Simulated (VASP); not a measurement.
A convergence study with VASP on TiO$_{2}$ (rutile): one setting is varied, all else stays as given below, so the limit is that of these other settings. Each run relaxes cell and ions from the cell shown. The basis is that of the starting cell, so low cut-offs carry a Pulay error.

```yaml
crystal:
  lattice:
    - [4.59000, 0.00000, 0.00000]
    - [0.00000, 4.59000, 0.00000]
    - [0.00000, 0.00000, 2.96000]
  atoms:
    - { symbol: Ti, position: [0.00000, 0.00000, 0.00000] }
    - { symbol: Ti, position: [0.50000, 0.50000, 0.50000] }
    - { symbol: O, position: [0.30500, 0.30500, 0.00000] }
    - { symbol: O, position: [0.80500, 0.19500, 0.50000] }
    - { symbol: O, position: [0.19500, 0.80500, 0.50000] }
    - { symbol: O, position: [0.69500, 0.69500, 0.00000] }
```

Method: LDA (Ceperley-Alder, Perdew-Zunger), VASP's LDA PAW potentials (set 64) (plane waves; VASP). The tightest run used: 800 eV cut-off, 4×4×6 Γ-centred mesh, Gaussian smearing of 0.050 eV, potentials Ti_sv O.

Gaps are read on the run's mesh, which can miss a band edge.

Q: The settings run are ENCUT = 250; ENCUT = 300; ENCUT = 350; ENCUT = 400; ENCUT = 450; ENCUT = 500; ENCUT = 550; ENCUT = 600; ENCUT = 650; ENCUT = 750; ENCUT = 800. From which on does the relaxed volume stay within 0.1 Å³/atom of the tightest run?

A: From ENCUT = 450 on: it is off by 0.045 there and by no more than 0.1 in any finer run, while ENCUT = 400 is off by 0.192.
| setting | relaxed volume (Å³/atom) | E (eV/atom) | gap on the mesh (eV) | plane waves | difference judged (Å³/atom) |
|---|---|---|---|---|---|
| ENCUT = 250 | 8.412 | -10.8135 | 2.150 | 584 | 1.693 |
| ENCUT = 300 | 9.094 | -10.1309 | 1.956 | 752 | 1.010 |
| ENCUT = 350 | 9.601 | -9.8873 | 1.870 | 950 | 0.503 |
| ENCUT = 400 | 9.912 | -9.8220 | 1.833 | 1154 | 0.192 |
| ENCUT = 450 | 10.060 | -9.8016 | 1.815 | 1368 | 0.045 |
| ENCUT = 500 | 10.103 | -9.7970 | 1.812 | 1612 | 0.002 |
| ENCUT = 550 | 10.100 | -9.7972 | 1.813 | 1850 | 0.005 |
| ENCUT = 600 | 10.091 | -9.7988 | 1.815 | 2104 | 0.014 |
| ENCUT = 650 | 10.088 | -9.8002 | 1.816 | 2404 | 0.016 |
| ENCUT = 750 | 10.099 | -9.8014 | 1.816 | 2936 | 0.006 |
| ENCUT = 800 | 10.105 | -9.8016 | 1.816 | 3236 | 0.000 |

Left out are rungs that failed or repeat a setting and relaxations that didn't move; long series are thinned to 24 rows.

The compound is TiO2 in the rutile structure.
